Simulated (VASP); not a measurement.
Output of a VASP run:

**OSZICAR**
```
       N       E                     dE             d eps       ncg     rms          rms(c)
DAV:   1     0.111301085573E+03    0.11130E+03   -0.99762E+03  2964   0.138E+03
DAV:   2    -0.217452900020E+02   -0.13305E+03   -0.12943E+03  3440   0.336E+02
DAV:   3    -0.275413531769E+02   -0.57961E+01   -0.57523E+01  4764   0.605E+01
DAV:   4    -0.276671380081E+02   -0.12578E+00   -0.12567E+00  3781   0.855E+00
DAV:   5    -0.276710470925E+02   -0.39091E-02   -0.39113E-02  4530   0.112E+00    0.214E+01
DAV:   6    -0.250109271817E+02    0.26601E+01   -0.78175E+00  3590   0.198E+01    0.868E+00
DAV:   7    -0.249779879446E+02    0.32939E-01   -0.88878E-01  4578   0.618E+00    0.309E+00
DAV:   8    -0.249799929029E+02   -0.20050E-02   -0.98841E-02  3559   0.291E+00    0.787E-01
DAV:   9    -0.249765573446E+02    0.34356E-02   -0.17724E-02  3744   0.110E+00    0.143E-01
DAV:  10    -0.249765619618E+02   -0.46172E-05   -0.95450E-04  3764   0.289E-01    0.425E-02
DAV:  11    -0.249765705173E+02   -0.85555E-05   -0.31450E-05  3897   0.665E-02    0.138E-02
DAV:  12    -0.249765740674E+02   -0.35502E-05   -0.22339E-06  3852   0.162E-02    0.378E-03
DAV:  13    -0.249765756875E+02   -0.16201E-05   -0.38550E-07  3660   0.525E-03    0.116E-03
DAV:  14    -0.249765753674E+02    0.32010E-06   -0.25224E-08  1922   0.167E-03    0.347E-04
DAV:  15    -0.249765753658E+02    0.16630E-08   -0.28395E-09  1837   0.583E-04
   1 F= -.24976575E+02 E0= -.24976575E+02  d E =0.000000E+00
```

**OUTCAR**
```
------------------------ aborting loop because EDIFF is reached ----------------------------------------
  FORCE on cell =-STRESS in cart. coord.  units (eV):
  Direction    XX          YY          ZZ          XY          YZ          ZX
  --------------------------------------------------------------------------------------
  Total        0.0916070      0.0916070     -0.1091814      0.0000000     -0.0000000      0.0000000
  in kB        4.7570738      4.7570754     -5.6696951      0.0000000     -0.0000000      0.0000000
  external PRESSURE =       1.2814847 kB  Pullay stress =       0.0000000 kB
  volume of cell :       30.85
      direct lattice vectors                 reciprocal lattice vectors
     1.584631627 -2.744662958  0.000000000     0.315530746 -0.182171730  0.000000000
     1.584631627  2.744662958  0.000000000     0.315530746  0.182171730  0.000000000
     0.000000000  0.000000000  3.546925630     0.000000000  0.000000000  0.281934302
 POSITION                                       TOTAL-FORCE (eV/Angst)
 -----------------------------------------------------------------------------------
      0.00000      0.00000      0.00000        -0.000000      0.000000      0.000000
      1.58463      0.91489      1.77346        -0.000000      0.000000      0.000000
      1.58463     -0.91489      1.77346         0.000000     -0.000000     -0.000000
 -----------------------------------------------------------------------------------
    total drift:                                0.000000     -0.000000      0.000000
  FREE ENERGIE OF THE ION-ELECTRON SYSTEM (eV)
  ---------------------------------------------------
  free  energy   TOTEN  =       -24.9765753658 eV

  energy  without entropy=      -24.9765753658  energy(sigma->0) =      -24.97657537

 total charge

# of ion       s       p       d       tot
------------------------------------------
    1        2.167   6.029   1.766   9.962
    2        0.664   1.239   0.000   1.903
    3        0.664   1.239   0.000   1.903
--------------------------------------------------
tot          3.496   8.506   1.766  13.768
```
(Selected blocks of OUTCAR.)

File POSCAR:
```
ZrB2
1
    1.5846316266    -2.7446629582     0.0000000000
    1.5846316266     2.7446629582    -0.0000000000
   -0.0000000000    -0.0000000000     3.5469256300
Zr B
1 2
Direct
  0.0000000000   1.0000000000   0.0000000000
  0.3333330000   0.6666670000   0.5000000000
  0.6666670000   0.3333330000   0.5000000000
```

Q: Reconstruct the remaining input files.

A: One answer among several that fit: the input of the run itself, PBE GGA, plane waves, VASP's PBE PAW potentials (set 64).

KPOINTS:
```
Automatic
0
G
 12 12 10
0 0 0
```

INCAR:
```
SYSTEM = ZrB2
PREC = Accurate
ENCUT = 520
EDIFF = 1E-7
NELM = 100
ALGO = Normal
LREAL = .FALSE.
LASPH = .TRUE.
ISMEAR = -5
GGA = PE
LMAXMIX = 4
LWAVE = .FALSE.
LCHARG = .TRUE.
LORBIT = 11
NEDOS = 601
ISIF = 2
LEFG = .TRUE.
```

POTCAR, in this order: Zr_sv B (PBE.64 set). Program: vasp_std.

For a metal the tetrahedron method with Blöchl corrections gives inexact stress and forces.

The compound is ZrB2 in the AlB2 type structure. It was relaxed first.
